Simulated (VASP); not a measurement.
Computed with PBE GGA with D4 dispersion, VASP's PBE PAW potentials (set 64) (plane waves; VASP).

The input files of a VASP run:

POSCAR:
```
MgS
3.6519960
  0.0000000000   0.7071067695   0.7071067695
  0.7071067695   0.0000000000   0.7071067695
  0.7071067695   0.7071067695   0.0000000000
Mg S
1 1
direct
  0.0000000000   0.0000000000   0.0000000000
  0.5000000000   0.5000000000   0.5000000000
```

File KPOINTS:
```
k-points along high-symmetry lines
15
Line-mode
Reciprocal
  0.000000   0.000000   0.000000 ! GAMMA
  0.500000   0.000000   0.500000 ! X

  0.500000   0.000000   0.500000 ! X
  0.625000   0.250000   0.625000 ! U

  0.375000   0.375000   0.750000 ! K
  0.000000   0.000000   0.000000 ! GAMMA

  0.000000   0.000000   0.000000 ! GAMMA
  0.500000   0.500000   0.500000 ! L

  0.500000   0.500000   0.500000 ! L
  0.500000   0.250000   0.750000 ! W

  0.500000   0.250000   0.750000 ! W
  0.500000   0.000000   0.500000 ! X
```

### INCAR
```
! general
SYSTEM = MgS
PREC   = Accurate
ENCUT  = 520
LREAL  = .False.
LASPH  = .True.
ICHARG = 11

! electronic loop
EDIFF  = 1E-7
NELM   = 100
ALGO   = Normal

! smearing
ISMEAR = 0
SIGMA  = 0.05

! functional
GGA    = PE
IVDW   = 13

! output
LWAVE  = .False.
LCHARG = .False.
LORBIT = 11
```

POTCAR, in this order: Mg S (PBE.64 set). Program: vasp_std. Read from the step before: CHGCAR.

The run wrote:

### OUTCAR
```
 ion  position               nearest neighbor table
   1  0.000  0.000  0.000-   2 2.58   2 2.58   2 2.58   2 2.58   2 2.58   2 2.58
   2  0.500  0.500  0.500-   1 2.58   1 2.58   1 2.58   1 2.58   1 2.58   1 2.58
  LATTYP: Found a face centered cubic cell.
 ALAT       =     5.1647021876
 Subroutine PRICEL returns:
 Original cell was already a primitive cell.
 Subroutine GETGRP returns: Found 48 space group operations
The static configuration has the point symmetry O_h .
The dynamic configuration has the point symmetry O_h .
 Subroutine INISYM returns: Found 48 space group operations
   k-points           NKPTS =     90   k-points in BZ     NKDIM =     90   number of bands    NBANDS=      8
   number of dos      NEDOS =    301   number of ions     NIONS =      2
   total plane-waves  NPLWV =  21952
   dimension x,y,z NGX =    28 NGY =   28 NGZ =   28
   dimension x,y,z NGXF=    56 NGYF=   56 NGZF=   56
   ions per type =               1   1
   PREC   = accura    normal or accurate (medium, high low for compatibility)
   ISTART =      0    job   : 0-new  1-cont  2-samecut
   ICHARG =     11    charge: 1-file 2-atom 10-const
   ISPIN  =      1    spin polarized calculation?
   LNONCOLLINEAR =      F non collinear calculations
   LSORBIT =      F    spin-orbit coupling
   INIWAV =      1    electr: 0-lowe 1-rand  2-diag
   ENCUT  =  520.0 eV  38.22 Ry    6.18 a.u.   6.79  6.79  6.79*2*pi/ulx,y,z
...
```

**OSZICAR**
```
       N       E                     dE             d eps       ncg     rms          rms(c)
DAV:   1     0.216332108265E+02    0.21633E+02   -0.37474E+03  1480   0.810E+02
DAV:   2    -0.658403997335E+01   -0.28217E+02   -0.26564E+02  2000   0.101E+02
DAV:   3    -0.745984898086E+01   -0.87581E+00   -0.87581E+00  1856   0.237E+01
DAV:   4    -0.746336435710E+01   -0.35154E-02   -0.35154E-02  2400   0.160E+00
DAV:   5    -0.746337173839E+01   -0.73813E-05   -0.73813E-05  1944   0.444E-02
DAV:   6    -0.746337178614E+01   -0.47754E-07   -0.47753E-07  2272   0.279E-03
   1 F= -.80558474E+01 E0= -.80558474E+01  d E =-.673368E-13
```

OUTCAR:
```
 val. band max:        3.9265614149   @ k =   0.0000   0.0000   0.0000

 cond. band min:       6.7506233566   @ k =   0.5000   0.0000   0.5000



 k-point     1 :       0.0000    0.0000    0.0000
  band No.  band energies     occupation
      1      -8.8693      2.00000
      2       3.9266      2.00000
      3       3.9266      2.00000
      4       3.9266      2.00000
      5       7.8160      0.00000
      6      11.8663      0.00000
      7      11.8663      0.00000
      8      11.8663      0.00000

 k-point     2 :       0.0357    0.0000    0.0357
  band No.  band energies     occupation
      1      -8.8520      2.00000
      2       3.8177      2.00000
      3       3.8958      2.00000
      4       3.8958      2.00000
      5       7.9400      0.00000
      6      11.7607      0.00000
      7      11.9273      0.00000
      8      11.9273      0.00000

 k-point     3 :       0.0714    0.0000    0.0714
  band No.  band energies     occupation
      1      -8.8003      2.00000
      2       3.5284      2.00000
      3       3.8075      2.00000
      4       3.8075      2.00000
      5       8.2705      0.00000
      6      11.4815      0.00000
      7      12.1055      0.00000
      8      12.1055      0.00000

 k-point     4 :       0.1071    0.0000    0.1071
  band No.  band energies     occupation
      1      -8.7156      2.00000
      2       3.1308      2.00000
      3       3.6717      2.00000
      4       3.6717      2.00000
      5       8.7194      0.00000
      6      11.1028      0.00000
      7      12.3880      0.00000
      8      12.3881      0.00000

 k-point     5 :       0.1429    0.0000    0.1429
  band No.  band energies     occupation
      1      -8.6000      2.00000
      2       2.6829      2.00000
      3       3.5021      2.00000
      4       3.5021      2.00000
      5       9.1819      0.00000
      6      10.6855      0.00000
      7      12.2114      0.00000
      8      12.7570      0.00000
...
```

The density is held fixed in this step, so its total energy and stress have no physical meaning.

The compound is MgS in the rock salt structure. It was relaxed first.
